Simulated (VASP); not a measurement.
HfO₂ (fluorite), at 0.96 of the tabulated volume:

```
CELL_PARAMETERS angstrom
      0.00000     2.50567     2.50567
      2.50567     0.00000     2.50567
      2.50567     2.50567     0.00000
ATOMIC_POSITIONS crystal
  Hf 0.00000 0.00000 0.00000
  O  0.25000 0.25000 0.25000
  O  0.75000 0.75000 0.75000
```

The highest filled band near X, direction along the valley's axis, from PBE with spin-orbit coupling in VASP (PAW); its two spin partners are averaged. The gap over the points computed is 3.88 eV, and the next band on that side lies 1.56 eV away at the edge.

Numerical set-up: 520 eV cut-off, 9×9×9 Γ-centred mesh, Gaussian smearing of 0.050 eV, potentials Hf_pv O.

```csv
distance from the edge in k (1/Å),distance in energy (meV)
0.018,4.4
0.025,8.4
0.035,16.5
0.050,33.7
0.070,65.6
```

### Question
Fit E(1 + αE) = ħ²k²/2m* (ħ²/2m0 = 3.810 eV Å²) and predict the row at 0.095 1/Å.

### Answer
The rows don't resolve α, so a parabola serves: the hole mass is m* = 0.284 m0, and so 121.0 meV. The run gave 119.8 meV, -1.2 meV from the fit.

Left out are points under 3 meV from the edge, since the levels carry 0.1 meV, and points farther than half the way to the next band.

The compound is HfO2 in the fluorite structure, the high-temperature cubic form, which is unstable at 0 K; the monoclinic form is the stable one. The cell was not relaxed at this level.
